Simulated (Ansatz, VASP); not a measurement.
# LaB2Rh3 in two plane-wave programs, part 2 of 2

One calculation is typed for both programs; each brings its own data sets. How far apart do they land? The cell is taken from a series of runs on this material, whose earlier steps may have relaxed, scaled, displaced or heated it; both programs get it as it stands.

VASP 6.6.1 and Ansatz 0.2.0.

So far: The structure; Ansatz: relaxation of cell and atoms, PBEsol.

### 3. VASP: relaxation of cell and atoms, PBEsol

Level of this step: PBEsol; plane waves and PAW (La, B, Rh_pv) (VASP).

The same cell, functional, mesh and smearing now go to VASP, with its own data sets.

Lines of VASP's logs that name or quote its potential files are left out, and so is its time.

Contents of INCAR:

```
SYSTEM = LaB2Rh3
PREC = Accurate
ENCUT = 500
EDIFF = 1E-07
NELM = 200
ISMEAR = 1
SIGMA = 0.2
LREAL = .FALSE.
ALGO = Normal
GGA = PS
NBANDS = 38
LASPH = .TRUE.
LORBIT = 11
LWAVE = .FALSE.
LCHARG = .FALSE.
ISIF = 3
IBRION = 2
NSW = 80
EDIFFG = -0.005
GGA_COMPAT = .FALSE.
NELMIN = 4
LMAXMIX = 6
KPAR = 2
```

Contents of POSCAR:

```
LaB2Rh3
1.0
    5.4409510000      0.0000000000      0.0000000000
   -2.7204760000      4.7120020000      0.0000000000
    0.0000000000      0.0000000000      3.1239550000
La B Rh
1 2 3
Direct
    0.0000000000      0.0000000000      0.0000000000
    0.3333333333      0.6666666667      0.0000000000
    0.6666666667      0.3333333333      0.0000000000
    0.5000000000      0.0000000000      0.5000000000
    0.5000000000      0.5000000000      0.5000000000
    0.0000000000      0.5000000000      0.5000000000
```

Contents of KPOINTS:

```
Automatic mesh
0
Gamma
6 6 8
0 0 0
```

Potentials, in the order of the species: La, B and Rh_pv (PBE family, release 64).

Launch:

```console
mpirun -np 2 vasp_std
```

Numbers of over 12 decimals in the logs are rounded to 6 here.

Output:

```text
[banner, memory and clock lines left out]
running    2 mpi-ranks, on    1 nodes
 distrk:  each k-point on    1 cores,    2 groups
 distr:  one band on    1 cores,    1 groups

 POSCAR found type information on POSCAR LaB Rh
 POSCAR found :  3 types and       6 ions
|                                                                             |
|               ----> ADVICE to this user running VASP <----                  |
|                                                                             |
|     You enforced a specific xc type in the INCAR file but a different       |
|     [... a line on the potential file left out ...]
|     I HOPE YOU KNOW WHAT YOU ARE DOING!                                     |
|                                                                             |

 LDA part: xc-table for (Slater+PW92), standard interpolation
 POSCAR, INCAR and KPOINTS ok, starting setup
 FFT: planning ... GRIDC
 FFT: planning ... GRID_SOFT
 FFT: planning ... GRID
 WAVECAR not read
 entering main loop
       N       E                     dE             d eps       ncg     rms          rms(c)
DAV:   1     0.645343885034E+03    0.64534E+03   -0.32128E+04  3588   0.242E+03
DAV:   2     0.377996007673E+02   -0.60754E+03   -0.57703E+03  2750   0.533E+02
DAV:   3    -0.449053163833E+02   -0.82705E+02   -0.76455E+02  3704   0.159E+02
DAV:   4    -0.526909650039E+02   -0.77856E+01   -0.73300E+01  4874   0.507E+01
DAV:   5    -0.530556903034E+02   -0.36473E+00   -0.35169E+00  4094   0.853E+00    0.285E+01
DAV:   6    -0.515874204782E+02    0.14683E+01   -0.89420E+01  3936   0.613E+01    0.135E+01
DAV:   7    -0.482010628887E+02    0.33864E+01   -0.21302E+01  4112   0.345E+01    0.533E+00
DAV:   8    -0.481170812976E+02    0.83982E-01   -0.25479E+00  4328   0.861E+00    0.322E+00
DAV:   9    -0.480629906268E+02    0.54091E-01   -0.30508E-01  3992   0.369E+00    0.708E-01
DAV:  10    -0.480621498640E+02    0.84076E-03   -0.14967E-02  4324   0.707E-01    0.163E-01
DAV:  11    -0.480620816302E+02    0.68234E-04   -0.17699E-03  4106   0.317E-01    0.479E-02
DAV:  12    -0.480620915129E+02   -0.98827E-05   -0.19310E-04  4474   0.984E-02    0.214E-02
DAV:  13    -0.480620850504E+02    0.64625E-05   -0.57902E-05  4180   0.508E-02    0.777E-03
DAV:  14    -0.480620841097E+02    0.94073E-06   -0.65820E-06  3362   0.130E-02    0.182E-03
DAV:  15    -0.480620839763E+02    0.13336E-06   -0.70626E-07  3624   0.734E-03    0.718E-04
DAV:  16    -0.480620838943E+02    0.81971E-07   -0.87344E-08  2258   0.224E-03
   1 F= -.48062084E+02 E0= -.48060356E+02  d E =-.480621E+02
 curvature:   0.00 expect dE= 0.000E+00 dE for cont linesearch  0.000E+00
 trial: gam= 0.00000 g(F)=  0.125E-44 g(S)=  0.698E-04 ort = 0.000E+00 (trialstep = 0.100E+01)
 search vector abs. value=  0.698E-04
 bond charge predicted
       N       E                     dE             d eps       ncg     rms          rms(c)
DAV:   1    -0.480624929728E+02   -0.40900E-03   -0.13211E-02  3140   0.977E-01    0.106E-01
DAV:   2    -0.480622451420E+02    0.24783E-03   -0.10332E-03  4210   0.344E-01    0.625E-02
DAV:   3    -0.480621710933E+02    0.74049E-04   -0.27242E-04  4010   0.118E-01    0.334E-02
DAV:   4    -0.480621411785E+02    0.29915E-04   -0.90541E-05  4098   0.677E-02    0.595E-03
DAV:   5    -0.480621414659E+02   -0.28743E-06   -0.50606E-06  3324   0.126E-02    0.341E-03
DAV:   6    -0.480621414412E+02    0.24775E-07   -0.40012E-07  3164   0.464E-03
   2 F= -.48062141E+02 E0= -.48060444E+02  d E =-.575469E-04
 trial-energy change:   -0.000058  1 .order   -0.000059   -0.000070   -0.000048
 step:   3.2442(harm=  3.2442)  dis= 0.00000  next Energy=   -48.062197 (dE=-0.113E-03)
 bond charge predicted
       N       E                     dE             d eps       ncg     rms          rms(c)
DAV:   1    -0.480639463030E+02   -0.18048E-02   -0.66460E-02  3088   0.219E+00    0.237E-01
DAV:   2    -0.480626889967E+02    0.12573E-02   -0.51270E-03  4148   0.754E-01    0.139E-01
DAV:   3    -0.480623252366E+02    0.36376E-03   -0.13413E-03  4018   0.262E-01    0.738E-02
DAV:   4    -0.480621795543E+02    0.14568E-03   -0.44550E-04  4122   0.150E-01    0.134E-02
DAV:   5    -0.480621813165E+02   -0.17621E-05   -0.24554E-05  3378   0.280E-02    0.763E-03
DAV:   6    -0.480621814382E+02   -0.12170E-06   -0.21040E-06  3830   0.103E-02    0.270E-03
DAV:   7    -0.480621814004E+02    0.37803E-07   -0.35694E-07  2748   0.462E-03
   3 F= -.48062181E+02 E0= -.48060542E+02  d E =-.975060E-04
 curvature:  -1.62 expect dE=-0.687E-05 dE for cont linesearch -0.341E-05
 trial: gam= 0.00000 g(F)=  0.126E-45 g(S)=  0.423E-05 ort =-0.121E-04 (trialstep = 0.145E+01)
 search vector abs. value=  0.423E-05
 reached required accuracy - stopping structural energy minimisation
```

OUTCAR, selected parts (step 3):

```text
ion  position               nearest neighbor table
   1  0.000  0.000  0.000-   5 3.14   5 3.14   5 3.14   5 3.14   4 3.14   4 3.14   4 3.14   4 3.14
                             6 3.14   6 3.14   6 3.14   6 3.14
   2  0.333  0.667  0.000-   6 2.22   6 2.22   4 2.22   4 2.22   5 2.22   5 2.22
   3  0.667  0.333  0.000-   6 2.22   6 2.22   4 2.22   4 2.22   5 2.22   5 2.22
   4  0.500  0.000  0.500-   2 2.22   3 2.22   2 2.22   3 2.22   6 2.72   6 2.72   5 2.72   5 2.72
                             1 3.14   1 3.14   1 3.14   1 3.14
   5  0.500  0.500  0.500-   2 2.22   3 2.22   2 2.22   3 2.22   6 2.72   6 2.72   4 2.72   4 2.72
                             1 3.14   1 3.14   1 3.14   1 3.14
   6  0.000  0.500  0.500-   2 2.22   3 2.22   2 2.22   3 2.22   4 2.72   4 2.72   5 2.72   5 2.72
                             1 3.14   1 3.14   1 3.14   1 3.14

  LATTYP: Found a hexagonal cell.
 ALAT       =     5.4409510000
 C/A-ratio  =     0.5741560621

 Subroutine GETGRP returns: Found 24 space group operations
 (whereof 24 operations were pure point group operations)

The static configuration has the point symmetry D_6h.

 Found     35 irreducible k-points:

   k-points           NKPTS =     35   k-points in BZ     NKDIM =     35   number of bands    NBANDS=     38

   dimension x,y,z NGX =    40 NGY =   40 NGZ =   24
   dimension x,y,z NGXF=    80 NGYF=   80 NGZF=   48

   ENCUT  =  500.0 eV  36.75 Ry    6.06 a.u.   9.92  9.92  5.70*2*pi/ulx,y,z

   NELECT =      62.0000    total number of electrons

 k-points in reciprocal lattice and weights: Automatic mesh
   0.00000000  0.00000000  0.00000000       0.003
   0.16666667  0.00000000  0.00000000       0.021
   0.33333333  0.00000000  0.00000000       0.021
   0.50000000  0.00000000  0.00000000       0.010
   0.16666667  0.16666667  0.00000000       0.021
   0.33333333  0.16666667  0.00000000       0.042
   0.33333333  0.33333333  0.00000000       0.007
   0.00000000  0.00000000  0.12500000       0.007
   0.16666667  0.00000000  0.12500000       0.042
[...]
0.33333333  0.16666667  0.50000000       0.042
   0.33333333  0.33333333  0.50000000       0.007

 average (electrostatic) potential at core
       1 -92.0463       2 -21.9562       3 -21.9562       4 -71.2708       5 -71.2708
       6 -71.2708

 E-fermi :  11.0731

 k-point     1 :       0.0000    0.0000    0.0000
  band No.  band energies     occupation
    ...
     27       9.8985      2.00000
     28       9.8985      2.00000
     29      10.1484      2.00000
     30      11.1255      0.57293
     31      11.1255      0.57293
     32      11.6407     -0.00045
     33      11.7603     -0.00001
     34      12.2258     -0.00000
     35      13.2660     -0.00000
     36      13.2660     -0.00000
    ...

 k-point     2 :       0.1667    0.0000    0.0000
  band No.  band energies     occupation
    ...
     27       9.3963      2.00000
     28       9.8341      2.00000
     29      10.0685      2.00000
     30      10.2892      2.00000
     31      10.6994      2.02389
     32      11.5829     -0.00185
     33      12.2123     -0.00000
     34      12.9491     -0.00000
     35      13.1457     -0.00000
     36      13.1564     -0.00000
    ...

 k-point     3 :       0.3333    0.0000    0.0000
  band No.  band energies     occupation
    ...
     27       9.1523      2.00000
     28       9.5254      2.00000
     29       9.5843      2.00000
     30       9.7736      2.00000
     31      10.0059      2.00000
     32      11.2769     -0.05400
     33      12.5834     -0.00000
     34      13.0094     -0.00000
     35      13.1371     -0.00000
     36      13.4819     -0.00000
    ...

  Total       -0.0037164     -0.0037164     -0.0223374      0.0000000      0.0000000      0.0000000
  in kB       -0.0743272     -0.0743272     -0.4467391      0.0000000      0.0000000      0.0000000
  external PRESSURE =      -0.1984645 kB  Pullay stress =       0.0000000 kB

  energy-cutoff  :      500.00
  volume of cell :       80.11
      direct lattice vectors                 reciprocal lattice vectors
     5.436000497  0.000000001  0.000000000     0.183958776  0.106208664  0.000000000
    -2.718000747  4.707714738 -0.000000000    -0.000000000  0.212417289 -0.000000000
    -0.000000000  0.000000000  3.130397951    -0.000000000  0.000000000  0.319448203

 POSITION                                       TOTAL-FORCE (eV/Angst)
 -----------------------------------------------------------------------------------
     -2.71800      4.70771     -0.00000        -0.000000     -0.000000     -0.000000
     -0.00000      3.13848     -0.00000         0.000000      0.000000     -0.000000
      2.71800      1.56924     -0.00000        -0.000000     -0.000000      0.000000
     -0.00000      4.70771      1.56520        -0.000000     -0.000000     -0.000000
      1.35900      2.35386      1.56520        -0.000000     -0.000000     -0.000000
     -1.35900      2.35386      1.56520        -0.000000      0.000000     -0.000000
 -----------------------------------------------------------------------------------
    total drift:                               -0.000000      0.000000     -0.000000

  FREE ENERGIE OF THE ION-ELECTRON SYSTEM (eV)
  ---------------------------------------------------
  free  energy   TOTEN  =       -48.0621814004 eV

  energy  without entropy=      -48.0572630290  energy(sigma->0) =      -48.06054194

 reached required accuracy - stopping structural energy minimisation

 total charge
# of ion       s       p       d       f       tot
--------------------------------------------------
    1        2.064   5.610   0.832   0.225   8.731
    2        0.698   1.023   0.000   0.000   1.721
    3        0.698   1.023   0.000   0.000   1.721
    4        0.414   6.341   7.240   0.000  13.996
    5        0.414   6.341   7.240   0.000  13.996
    6        0.414   6.341   7.240   0.000  13.996
--------------------------------------------------
tot          4.701  26.680  22.553   0.225  54.159

[... 3 further parts left out ...]
```

CONTCAR:

```
LaB2Rh3
   1.00000000000000
     5.4360004968083855    0.0000000005253079    0.0000000000000000
    -2.7180007474943331    4.7077147376297992   -0.0000000000000000
    -0.0000000000000000    0.0000000000000000    3.1303979511079185
  La              B               Rh
     1     2     3
Direct
     0.0000000000000000    1.0000000000000000    0.0000000000000000
     0.3333333332999970    0.6666666667000030    0.0000000000000000
     0.6666666667000030    0.3333333332999970    0.0000000000000000
     0.5000000000000000    1.0000000000000000    0.5000000000000000
     0.5000000000000000    0.5000000000000000    0.5000000000000000
     0.0000000000000000    0.5000000000000000    0.5000000000000000
```

The run keeps the 24 symmetry operations of its start, so it cannot find a distortion of lower symmetry.

### 4. Side by side

Known differences besides the potentials themselves: the data sets hold 68 valence electrons in Ansatz (on its default PAW (the set named soft_2) files) and 62 in VASP; the cutoff is 420 eV in Ansatz and 500 eV in VASP; Ansatz makes its cores anew for this functional, VASP keeps those of its PBE data sets; Ansatz adds a Pulay correction to the stress that steers its cell, VASP none. Total energies have different zeros and are not compared.

Compared:

| quantity | Ansatz | VASP | difference |
| --- | --- | --- | --- |
| volume (Å³) | 80.10 | 80.11 | -0.02 % |
| edge a after relaxation, in the typed setting (Å) | 5.438 | 5.436 | +0.04 % |
| edge c after relaxation, in the typed setting (Å) | 3.127 | 3.130 | -0.10 % |

### 5. Results

| Quantity | Value |
| --- | --- |
| difference in edge c after relaxation, in the typed setting (relaxation of cell and atoms, PBEsol) | -0.096 % |

What this shows: The difference in edge c after relaxation, in the typed setting is -0.096 % (relaxation of cell and atoms, PBEsol), within the 1.2 % picked in this series as the mark of a large difference, as far as the stopping tolerances let one tell. The data sets hold unlike numbers of valence electrons (68 in Ansatz and 62 in VASP), so part of the differences comes from the potentials. How closely two codes agree says nothing of how well the functional describes the real material.

[Lines on the potential files, build, host, timing and source positions are cut from VASP's logs without a mark.]

[Logs are printed without paths, hosts, clocks, repeated set-up lines and the standing remarks that a program may print on its own settings, such as how far it seeks lower states.]

[Hosts, paths, dates, database ids (printed as entryN), source tags and the programs' standing remarks are cut or masked in the printed files.]
